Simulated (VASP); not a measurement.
Method: optB88-vdW, VASP's PBE PAW potentials (set 64) (plane waves; VASP).

The input files of a VASP run:

File KPOINTS:
```
Regular mesh
0
Gamma
6 6 6
0 0 0
```

**POSCAR**
```
KMgF3
1
    3.9960252713     0.0000000000     0.0000000000
    0.0000000000     3.9960252713     0.0000000000
    0.0000000000     0.0000000000     3.9960252713
K Mg F
1 1 3
Direct
  0.0000000000   0.0000000000   0.0000000000
  0.5000000000   0.5000000000   0.5000000000
  0.5000000000   0.0000000000   0.5000000000
  0.0000000000   0.5000000000   0.5000000000
  0.5000000000   0.5000000000   0.0000000000
```

**INCAR**
```
SYSTEM  =  KMgF3
PREC  =  Accurate; ENCUT  =  520; LREAL  =  .FALSE.
LASPH  =  .TRUE.
EDIFF  =  1E-7; NELM  =  100; ALGO  =  Normal
ISMEAR  =  0; SIGMA  =  0.05
GGA  =  BO; LUSE_VDW  =  .TRUE.; AGGAC  =  0.0
PARAM1  =  0.1833333333; PARAM2  =  0.22
ISIF  =  2
LWAVE  =  .FALSE.; LCHARG  =  .FALSE.
```

POTCAR, in this order: K_sv Mg F (PBE.64 set). Program: vasp_std.

Output

OSZICAR:
```
       N       E                     dE             d eps       ncg     rms          rms(c)
DAV:   1     0.247176341145E+03    0.24718E+03   -0.17892E+04   800   0.156E+03
DAV:   2    -0.739827898394E+01   -0.25457E+03   -0.24497E+03  1036   0.388E+02
DAV:   3    -0.179529775472E+02   -0.10555E+02   -0.10525E+02   952   0.772E+01
DAV:   4    -0.183482014458E+02   -0.39522E+00   -0.39468E+00  1380   0.121E+01
DAV:   5    -0.183500565647E+02   -0.18551E-02   -0.18550E-02   932   0.858E-01    0.957E+00
DAV:   6    -0.158911064463E+02    0.24590E+01   -0.10686E+01   880   0.241E+01    0.412E+00
DAV:   7    -0.158747642437E+02    0.16342E-01   -0.27151E-01  1048   0.357E+00    0.261E+00
DAV:   8    -0.158617611261E+02    0.13003E-01   -0.75154E-02   952   0.294E+00    0.305E-01
DAV:   9    -0.158610432738E+02    0.71785E-03   -0.15146E-02  1008   0.872E-01    0.118E-01
DAV:  10    -0.158613057194E+02   -0.26245E-03   -0.10988E-03  1036   0.259E-01    0.581E-02
DAV:  11    -0.158613275246E+02   -0.21805E-04   -0.20324E-04   948   0.110E-01    0.251E-02
DAV:  12    -0.158613104820E+02    0.17043E-04   -0.89217E-05   916   0.642E-02    0.154E-03
DAV:  13    -0.158613106352E+02   -0.15321E-06   -0.14060E-06   996   0.960E-03    0.573E-04
DAV:  14    -0.158613106036E+02    0.31614E-07   -0.46252E-08   600   0.177E-03
   1 F= -.15861311E+02 E0= -.15861311E+02  d E =-.320985E-11
```

**OUTCAR**
```
------------------------ aborting loop because EDIFF is reached ----------------------------------------
  FORCE on cell =-STRESS in cart. coord.  units (eV):
  Direction    XX          YY          ZZ          XY          YZ          ZX
  --------------------------------------------------------------------------------------
  Total        0.0187200      0.0187200      0.0187200      0.0000000     -0.0000000      0.0000000
  in kB        0.4700368      0.4700368      0.4700368      0.0000000     -0.0000000      0.0000000
  external PRESSURE =       0.4700368 kB  Pullay stress =       0.0000000 kB
  volume of cell :       63.81
      direct lattice vectors                 reciprocal lattice vectors
     3.996025271  0.000000000  0.000000000     0.250248668  0.000000000  0.000000000
     0.000000000  3.996025271  0.000000000     0.000000000  0.250248668  0.000000000
     0.000000000  0.000000000  3.996025271     0.000000000  0.000000000  0.250248668
 POSITION                                       TOTAL-FORCE (eV/Angst)
 -----------------------------------------------------------------------------------
      0.00000      0.00000      0.00000         0.000000      0.000000      0.000000
      1.99801      1.99801      1.99801         0.000000      0.000000      0.000000
      1.99801      0.00000      1.99801         0.000000      0.000000      0.000000
      0.00000      1.99801      1.99801         0.000000      0.000000      0.000000
      1.99801      1.99801      0.00000         0.000000      0.000000      0.000000
 -----------------------------------------------------------------------------------
    total drift:                                0.000000      0.000000     -0.000000
  FREE ENERGIE OF THE ION-ELECTRON SYSTEM (eV)
  ---------------------------------------------------
  free  energy   TOTEN  =       -15.8613106036 eV

  energy  without entropy=      -15.8613106036  energy(sigma->0) =      -15.86131060
```
(Selected blocks of OUTCAR.)

File OUTCAR:
```
 val. band max:       -1.9397543807   @ k =   0.5000   0.5000   0.5000

 cond. band min:       5.3957340209   @ k =   0.0000   0.0000   0.0000


 Fermi energy:        -1.7202210787

 k-point     1 :       0.0000    0.0000    0.0000
  band No.  band energies     occupation
      1     -27.4805      2.00000
      2     -21.8981      2.00000
      3     -21.2495      2.00000
      4     -21.2495      2.00000
      5     -11.0251      2.00000
      6     -11.0251      2.00000
      7     -11.0251      2.00000
      8      -4.3258      2.00000
      9      -4.3258      2.00000
     10      -4.3258      2.00000
     11      -2.5571      2.00000
     12      -2.5571      2.00000
     13      -2.5571      2.00000
     14      -2.2592      2.00000
     15      -2.2592      2.00000
     16      -2.2592      2.00000
     17       5.3957      0.00000
     18       8.1561      0.00000
     19       8.1561      0.00000
     20      10.3437      0.00000

 k-point     2 :       0.1667    0.0000    0.0000
  band No.  band energies     occupation
      1     -27.4737      2.00000
      2     -21.8684      2.00000
      3     -21.2863      2.00000
      4     -21.2470      2.00000
      5     -11.0214      2.00000
      6     -11.0117      2.00000
      7     -11.0117      2.00000
      8      -4.3028      2.00000
      9      -4.2942      2.00000
     10      -4.2942      2.00000
     11      -2.6192      2.00000
     12      -2.6117      2.00000
     13      -2.6117      2.00000
     14      -2.5112      2.00000
     15      -2.3115      2.00000
     16      -2.3115      2.00000
     17       5.8715      0.00000
     18       8.3987      0.00000
     19       8.4415      0.00000
     20      10.4755      0.00000

 k-point     3 :       0.3333    0.0000    0.0000
  band No.  band energies     occupation
      1     -27.4599      2.00000
      2     -21.7949      2.00000
      3     -21.3736      2.00000
      4     -21.2425      2.00000
      5     -11.0139      2.00000
...
```

The compound is KMgF3 in the cubic perovskite structure. It was relaxed first.
